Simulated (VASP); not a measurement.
Here is the system:

```xyz
8
Lattice="4.0286 0.0000 0.0000 0.0000 4.4216 0.0000 0.0000 0.0000 11.4747" Properties=species:S:1:pos:R:3 pbc="T T T"
Sn     1.0072     1.6706     7.1387
Sn     1.0072     0.5402     1.4014
Sn     3.0215     2.7510     4.3360
Sn     3.0215     3.8814    10.0733
S      1.0072     0.0815     4.0116
S      1.0072     2.1293     9.7489
S      3.0215     4.3401     7.4631
S      3.0215     2.2923     1.7258
```

These are PBE GGA, VASP's PBE PAW potentials (set 64) (plane waves; VASP) values and carry that method's errors. Run with 400 eV cut-off, Gaussian smearing of 0.050 eV, potentials Sn_d S.

Unless said otherwise, spin-orbit coupling is left out, though it shifts the bands of the heavy elements here.

Give the energies of bands 34 to 47 at the high-symmetry points, in eV from the valence-band maximum.

| band | Γ | X | S | Y | Z | U | R | T |
|---|---|---|---|---|---|---|---|---|
| 34 | -2.87 | -2.81 | -2.15 | -2.29 | -1.97 | -2.17 | -3.54 | -3.50 |
| 35 | -2.12 | -1.98 | -2.15 | -1.86 | -1.63 | -1.97 | -3.54 | -3.10 |
| 36 | -1.90 | -1.98 | -2.15 | -1.86 | -1.63 | -1.97 | -3.54 | -3.10 |
| 37 | -1.71 | -1.89 | -0.94 | -0.86 | -0.81 | -0.63 | -1.46 | -2.09 |
| 38 | -1.10 | -1.89 | -0.94 | -0.86 | -0.81 | -0.63 | -1.46 | -2.09 |
| 39 | -0.63 | -0.46 | -0.94 | -0.83 | -0.04 | -0.03 | -1.46 | -1.27 |
| 40 | -0.37 | -0.46 | -0.94 | -0.83 | -0.04 | -0.03 | -1.46 | -1.27 |
| 41 | 1.11 | 2.67 | 1.73 | 1.46 | 1.63 | 1.62 | 2.81 | 2.91 |
| 42 | 3.04 | 2.67 | 1.73 | 1.46 | 1.63 | 1.62 | 2.81 | 2.91 |
| 43 | 3.07 | 2.84 | 1.73 | 1.65 | 2.02 | 2.01 | 2.81 | 3.06 |
| 44 | 3.10 | 2.84 | 1.73 | 1.65 | 2.02 | 2.01 | 2.81 | 3.06 |
| 45 | 3.44 | 4.02 | 2.75 | 2.40 | 2.50 | 2.54 | 4.49 | 4.63 |
| 46 | 3.86 | 4.02 | 2.75 | 2.40 | 2.50 | 2.54 | 4.49 | 4.63 |
| 47 | 4.15 | 4.17 | 2.75 | 3.03 | 3.06 | 3.53 | 4.49 | 4.69 |

The gap is indirect, 0.94 eV, from the valence maximum at Γ-Z at 0.83 to the conduction minimum at Y-Γ at 0.33.

The compound is SnS in the sg62 structure. It was relaxed first, which changed the volume by +6 %.
